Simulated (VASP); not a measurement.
Input:

```
YN
1.0
    0.00000     2.45247     2.45247
    2.45247     0.00000     2.45247
    2.45247     2.45247     0.00000
Y N
1 1
Direct
  0.00000   0.00000   0.00000
  0.50000   0.50000   0.50000
```

Method: PBE GGA, VASP's PBE PAW potentials (set 64) (plane waves; VASP 6.6.1). Run with PREC = Normal, EDIFF = 1E-5, 450 eV cut-off, 10×10×10 Γ-centred mesh, Gaussian smearing of 0.050 eV, potentials Y_sv N.

Q: Estimate the energy per atom (σ→0), band gap (on the k-mesh) with the smallest direct gap where there is one.

A: 
```json
{
 "band gap (on the k-mesh)": "0.20 eV",
 "smallest direct gap (on the k-mesh)": "0.60 eV",
 "energy per atom (σ→0)": "-9.116 eV/atom"
}
```

The compound is YN in the rock salt structure. It was relaxed first.
